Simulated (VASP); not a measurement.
# Which magnetic order does Mn2P take?

Wanted: the lowest of several collinear orders of Mn2P. The start is a cell from a database of measured crystal structures.

Calculated with VASP 6.6.1; LDA, spin-polarised, from parallel moments; plane waves and PAW (Mn, P), in the first sound run; inputs show where later runs differ.

Most raw output is cut from this account.

## Step 1: Starting point

Symmetry: P-62m, No. 189, hexagonal system. The conventional cell has a = 6.074 Å, b = 6.074 Å, c = 3.454 Å, α = 90.00°, β = 90.00°, γ = 120.00°. Nearest to Mn lie 4 P at 2.30 to 2.32 Å and 4 Mn at 2.68 to 2.69 Å. Nearest to Mn lie 5 P at 2.46 to 2.53 Å and 2 Mn at 2.69 Å. P has 9 Mn at 2.30 to 2.53 Å nearest. Nearest to P lie 9 Mn at 2.32 to 2.46 Å. Farther neighbours are not listed.

As a file:

```xyz
9
Lattice="6.0740 0.0000 0.0000 -3.0370 5.2602 0.0000 0.0000 0.0000 3.4540" Properties=species:S:1:pos:R:3 pbc="T T T"
Mn   -0.7732    1.3393    0.0000
Mn    2.2638    3.9210    0.0000
Mn    1.5464    0.0000    0.0000
Mn   -1.8049    3.1262    1.7270
Mn    1.2321    2.1341    1.7270
Mn    3.6098    0.0000    1.7270
P     3.0370    1.7534    0.0000
P     0.0000    3.5068    0.0000
P     0.0000    0.0000    1.7270
```

## Step 2: Magnetic order, start order fm, signs ++++++

Each run starts from other signs of the moments at the same geometry and cutoff; gentle mixing helps it keep them. Any wave vector in a name is a fraction of the reciprocal vectors of the first cell as typed.

INCAR reads:

```
SYSTEM = Mn2P
PREC = Normal
ENCUT = 350
EDIFF = 1E-06
NELM = 150
ISMEAR = 0
SIGMA = 0.05
LREAL = .FALSE.
ALGO = Normal
GGA = CA
NBANDS = 42
ISPIN = 2
MAGMOM = 4 4 4 4 4 4 0 0 0
LMAXMIX = 4
LORBIT = 11
LWAVE = .FALSE.
LCHARG = .TRUE.
KPAR = 2
AMIX = 0.2
BMIX = 1E-04
AMIX_MAG = 0.8
BMIX_MAG = 1E-04
```

POSCAR reads:

```
Mn2P
1.0
    6.0740000000      0.0000000000      0.0000000000
   -3.0370000000      5.2602383026      0.0000000000
    0.0000000000      0.0000000000      3.4540000000
Mn P
6 3
Direct
    0.0000000000      0.2546000000      0.0000000000
    0.7454000000      0.7454000000      0.0000000000
    0.2546000000      0.0000000000      0.0000000000
    0.0000000000      0.5943000000      0.5000000000
    0.4057000000      0.4057000000      0.5000000000
    0.5943000000      0.0000000000      0.5000000000
    0.6666666667      0.3333333333      0.0000000000
    0.3333333333      0.6666666667      0.0000000000
    0.0000000000      0.0000000000      0.5000000000
```

KPOINTS reads:

```
Automatic mesh
0
Gamma
3 3 5
0 0 0
```

Potentials, in the order of the species: Mn and P (LDA family, release 64).

Started as:

```sh
$ mpirun -np 2 vasp_std
```

Elapsed: 29 s, on 2 MPI ranks of AMD EPYC 7R43, shared host; peak memory 0.24 GiB.

The magnetic state follows from one typed start and may not be the lowest. The k-mesh is coarse for a metal. The data set Mn keeps the semicore shell frozen, which is cheaper and a little less accurate.

Numbers from this step:

```yaml
electronic_cycles: 20
electrons: 57
free_energy_toten: -82.3256 eV
energy_at_zero_smearing: -82.3207 eV
fermi_energy: 7.956 eV
moment_of_the_cell_from_the_last_line_of_the_log: 8.609 μB
labelled_metallic_from_the_levels_on_this_mesh: yes
```

Spin moment in the PAW sphere by atom:

```
atom  spin moment in the PAW sphere (μB)
 Mn1                                0.23
 Mn2                                0.23
 Mn3                                0.23
 Mn4                                2.60
 Mn5                                2.60
 Mn6                                2.60
  P7                               -0.04
  P8                               -0.04
  P9                               -0.03
```

Force by atom:

```
atom  x (eV/Å)  y (eV/Å)  z (eV/Å)   size
 Mn1     0.231    -0.400     0.000  0.461
 Mn2     0.231     0.400     0.000  0.461
 Mn3    -0.461     0.000     0.000  0.461
 Mn4    -0.084     0.146     0.000  0.168
 Mn5    -0.084    -0.146     0.000  0.168
 Mn6     0.168     0.000     0.000  0.168
  P7     0.000     0.000     0.000  0.000
  P8     0.000     0.000     0.000  0.000
  P9     0.000     0.000     0.000  0.000
```

Spin density in the ab plane at fractional z = 0.000, with atoms of Mn and P within 0.2 Å of it.

Ten even steps from '_' (-0.02 e/Å³) to '@' (0.31 e/Å³), each cell a mean:
```
____::##@@==______________________
__..==##**::____________..::..____
____..::::..__________::****....__
____________________..**@@%%**::__
__________________..--##@@@@**..__
__________________......##**::____
______________________..--..______
______________________....________
__________________________________
__..::..__________________________
__++==..__________________________
**@@++..____________________..::==
@@%%--______________________::**@@
--::______......____________::####
________--++==::____________..==::
______::%%@@++..______________..__
______--@@**______________________
```
Columns run along a (6.1 Å), rows up along b (6.1 Å). Atoms in or near the plane, at fractional coordinates: Mn at (0.00, 0.25), Mn at (0.75, 0.75), Mn at (0.25, 0.00), P at (0.67, 0.33), P at (0.33, 0.67).

Valence density in the ab plane at fractional z = 0.000, with atoms of Mn and P within 0.2 Å of it. It is the smooth field of the valence electrons, not physical close to the nuclei.

Ten even steps from '0' (-0.1 e/Å³) to '9' (5.6 e/Å³), each cell a mean:
```
00268410000000000
00133100000001100
00111111100124310
00001111111278410
00001101111597200
00011001111452100
00011011001111000
00011110000111000
00111000000111100
01100000001111100
22100000011001101
76200000010011114
95100000111111138
52000000111100136
10001211100000112
00025621000000000
00159720000000000
```
Columns run along a (6.1 Å), rows up along b (6.1 Å). Atoms in or near the plane, at fractional coordinates: Mn at (0.00, 0.25), Mn at (0.75, 0.75), Mn at (0.25, 0.00), P at (0.67, 0.33), P at (0.33, 0.67).

The largest moment at the end is 2.60 μB, and the moments of the cell sum to 8.61 μB.

## Step 3: Magnetic order, start order AFM 1, signs ++---+

This step: LDA, spin-polarised, from moments of both signs; plane waves and PAW (Mn, P) (VASP 6.6.1).

Changes to INCAR since step 2:

```diff
@@ -12,3 +12,3 @@
 ISPIN = 2
-MAGMOM = 4 4 4 4 4 4 0 0 0
+MAGMOM = 4 4 -4 -4 -4 4 0 0 0
 LMAXMIX = 4
```

POSCAR is that of step 2.

KPOINTS is that of step 2.

Started as:

```sh
$ mpirun -np 2 vasp_std
```

The job ended after 61 s (2 MPI ranks; peak memory 0.26 GiB).

Numbers from this step:

| Item | Value |
| --- | --- |
| electronic cycles | 34 |
| free energy (TOTEN) | -82.3978 eV |
| energy at zero smearing | -82.3940 eV |
| Fermi energy | 7.886 eV |
| moment of the cell, from the last line of the log | -3.067 μB |

Spin moment in the PAW sphere by atom:

```
atom  spin moment in the PAW sphere (μB)
 Mn1                               -0.75
 Mn2                               -0.75
 Mn3                                0.90
 Mn4                               -2.55
 Mn5                               -2.55
 Mn6                                2.65
  P7                                0.02
  P8                                0.02
  P9                                0.01
```

Force by atom:

```
atom  x (eV/Å)  y (eV/Å)  z (eV/Å)   size
 Mn1    -0.098     0.104     0.000  0.143
 Mn2    -0.098    -0.104     0.000  0.143
 Mn3     0.124     0.000     0.000  0.124
 Mn4    -0.121    -0.078     0.000  0.144
 Mn5    -0.121     0.078     0.000  0.144
 Mn6     0.031     0.000     0.000  0.031
  P7     0.039     0.115     0.000  0.121
  P8     0.039    -0.115     0.000  0.121
  P9     0.204     0.000     0.000  0.204
```

Spin density in the ab plane at fractional z = 0.000, with atoms of Mn and P within 0.2 Å of it.

Ten even steps from '_' (-0.9 e/Å³) to '@' (1.1 e/Å³), each cell a mean:
```
====**##%%**++====================
====++++++========================
========================--::::--==
======================--..__::====
======================::__..--====
====================--::::--======
======================--==========
==================================
==================================
==================================
------============================
__..--==========================::
__::==========================--__
::--==========================--..
--========++==================----
======++**##++====================
====++##@@@@**====================
```
Columns run along a (6.1 Å), rows up along b (6.1 Å). Atoms in or near the plane, at fractional coordinates: Mn at (0.00, 0.25), Mn at (0.75, 0.75), Mn at (0.25, 0.00), P at (0.67, 0.33), P at (0.33, 0.67).

Valence density in the ab plane at fractional z = 0.000, with atoms of Mn and P within 0.2 Å of it. It is the smooth field of the valence electrons, not physical close to the nuclei.

Ten even steps from '0' (-0.1 e/Å³) to '9' (5.6 e/Å³), each cell a mean:
```
00268410000000000
00233100000001100
00111111100124310
00001111111278410
00001101111597200
00011001111452100
00011011001111000
00011110000111000
00111000000111100
01100000001111100
22100000011001101
76200000010011114
95100000111111138
52000001111100136
10001211100000112
00025621000000000
00159720000000000
```
Columns run along a (6.1 Å), rows up along b (6.1 Å). Atoms in or near the plane, at fractional coordinates: Mn at (0.00, 0.25), Mn at (0.75, 0.75), Mn at (0.25, 0.00), P at (0.67, 0.33), P at (0.33, 0.67).

The largest moment at the end is 2.65 μB, and the moments of the cell sum to -3.07 μB.

## Step 4: Magnetic order, start order AFM 2, signs +++---

Changes to INCAR since step 3:

```diff
@@ -12,3 +12,3 @@
 ISPIN = 2
-MAGMOM = 4 4 -4 -4 -4 4 0 0 0
+MAGMOM = 4 4 4 -4 -4 -4 0 0 0
 LMAXMIX = 4
@@ -16,3 +16,3 @@
 LWAVE = .FALSE.
-LCHARG = .TRUE.
+LCHARG = .FALSE.
 KPAR = 2
```

POSCAR is that of step 3.

KPOINTS is that of step 3.

Started as:

```sh
$ mpirun -np 2 vasp_std
```

It took 40 s on 2 MPI ranks; peak memory 0.25 GiB.

Spin moment in the PAW sphere by atom:

```
atom  spin moment in the PAW sphere (μB)
 Mn1                               -0.23
 Mn2                               -0.23
 Mn3                               -0.23
 Mn4                               -2.60
 Mn5                               -2.60
 Mn6                               -2.60
  P7                                0.04
  P8                                0.04
  P9                                0.03
```

The largest moment at the end is 2.60 μB, and the moments of the cell sum to -8.61 μB.

## Step 5: Magnetic order, start order AFM 3, signs ++-+--

Changes to INCAR since step 4:

```diff
@@ -12,3 +12,3 @@
 ISPIN = 2
-MAGMOM = 4 4 4 -4 -4 -4 0 0 0
+MAGMOM = 4 4 -4 4 -4 -4 0 0 0
 LMAXMIX = 4
```

POSCAR is that of step 4.

KPOINTS is that of step 4.

Started as:

```sh
$ mpirun -np 2 vasp_std
```

It took 88 s on 2 MPI ranks; peak memory 0.28 GiB; 2.9 min of CPU time.

The largest moment at the end is 2.65 μB, and the moments of the cell sum to -3.07 μB.

## Step 6: Magnetic order, start order ferri 4, signs ++-++-

Changes to INCAR since step 5:

```diff
@@ -12,3 +12,3 @@
 ISPIN = 2
-MAGMOM = 4 4 -4 4 -4 -4 0 0 0
+MAGMOM = 4 4 -4 4 4 -4 0 0 0
 LMAXMIX = 4
```

POSCAR is that of step 5.

KPOINTS is that of step 5.

Started as:

```sh
$ mpirun -np 2 vasp_std
```

The job ended after 34 s (2 MPI ranks; peak memory 0.26 GiB; 67 s of CPU time).

The largest moment at the end is 2.65 μB, and the moments of the cell sum to 3.07 μB.

## Step 7: Side by side

Times are for 2 MPI ranks of AMD EPYC 7R43, shared host. Results by setting:

```
no.  start order  energy at zero smearing less the lowest (eV)  moment of the cell, from the last line of the log (μB)  time  memory (GiB)
  1           fm                                       0.07335                                                   8.609  29 s          0.24
  2        afm 1                                             0                                                  -3.067  61 s          0.26
  3        afm 2                                       0.07336                                                  -8.607  40 s          0.25
  4        afm 3                                       5.70e-6                                                  -3.068  88 s          0.28
  5      ferri 4                                       8.54e-6                                                   3.067  34 s          0.26
```

## Step 8: No spin polarisation

This step: LDA, no spin polarisation; plane waves and PAW (Mn, P) (VASP 6.6.1).

A run without spin shows what magnetism as such gains.

Changes to INCAR since step 6:

```diff
@@ -10,6 +10,3 @@
 GGA = CA
-NBANDS = 42
-ISPIN = 2
-MAGMOM = 4 4 -4 4 4 -4 0 0 0
-LMAXMIX = 4
+NBANDS = 37
 LORBIT = 11
```

POSCAR is that of step 6.

KPOINTS is that of step 6.

Started as:

```sh
$ mpirun -np 2 vasp_std
```

It took 12 s on 2 MPI ranks; peak memory 0.2 GiB; 24 s of CPU time.

This run has no spin polarisation, so a moment on Mn, if there is one, isn't seen. Its electron count is odd, so without a moment it is a metal by construction.

Numbers from this step:

| Property | Result |
| --- | --- |
| electronic cycles | 20 |
| free energy (TOTEN) | -81.1715 eV |
| energy at zero smearing | -81.1522 eV |
| Fermi energy | 7.643 eV |

Force by atom:

```
atom  x (eV/Å)  y (eV/Å)  z (eV/Å)   size
 Mn1    -0.184     0.319     0.000  0.369
 Mn2    -0.184    -0.319     0.000  0.369
 Mn3     0.369     0.000     0.000  0.369
 Mn4    -0.145     0.252     0.000  0.290
 Mn5    -0.145    -0.252     0.000  0.290
 Mn6     0.290     0.000     0.000  0.290
  P7     0.000     0.000     0.000  0.000
  P8     0.000     0.000     0.000  0.000
  P9     0.000     0.000     0.000  0.000
```

Energy at zero smearing: -81.15219 eV.

## Step 9: Summary

This step: collinear magnetic orders, LDA; plane waves and PAW (VASP 6.6.1).

No new run; the numbers come from the runs before.

This step gave:

```yaml
mean_moment_in_the_lowest_run: 1.693 μB
```

Orders, by row:

```
  order   signs  energy above the lowest (meV/magnetic atom)  total moment (μB)  mean moment on carriers (μB)  gap on the mesh (eV)  signs at the end, of the atoms given a moment
     fm  ++++++                                        12.22              8.607                         1.411                     0                                         ++++++
  afm 1  ++---+                                            0             -3.067                         1.693                     0                                         --+--+
  afm 2  +++---                                        12.23             -8.607                         1.411                     0                                         ------
  afm 3  ++-+--                                            0             -3.068                         1.692                     0                                         +--+--
ferri 4  ++-++-                                            0              3.067                         1.691                     0                                         ++-++-
     nm                                                  207                  0                             0                     0                                              -
```

## Step 10: What came out

```json
{"mean moment in the lowest run": "1.69 μB"}
```

In words: The lowest run started as afm 1 and holds 1.69 μB on average over the atoms that were given a moment; the next state, from fm, lies 12.2 meV a magnetic atom higher. The starts afm 1, afm 3 and ferri 4 ended within 0.5 meV of each other, with moments of like size, so they probably reached one state. It ends with the signs --+--+ and a net moment of 3.07 μB a cell: opposed moments that don't cancel. The starts afm 1, afm 2 and afm 3 ended with other signs than typed, or lost moments. All states stand under about -24.0 GPa at this cell, which can move the order. On this k mesh the moments and energy differences of a metal are not converged, and no denser mesh was tried, so the order found is tentative. No other collinear orders were tried, and their comparison leaves spin-orbit coupling out.

[Lines on the potential files, build, host, timing and source positions are cut from VASP's logs without a mark.]

[Logs are printed without paths, hosts, clocks, repeated set-up lines and the standing remarks that a program may print on its own settings, such as how far it seeks lower states.]

[Hosts, paths, dates, database ids (printed as entryN), source tags and the programs' standing remarks are cut or masked in the printed files.]

[In band tables of VASP the shares of atoms and orbitals are scaled to a sum of 1 inside the atoms' spheres.]

[Runs that stopped without an error message from VASP are left out.]
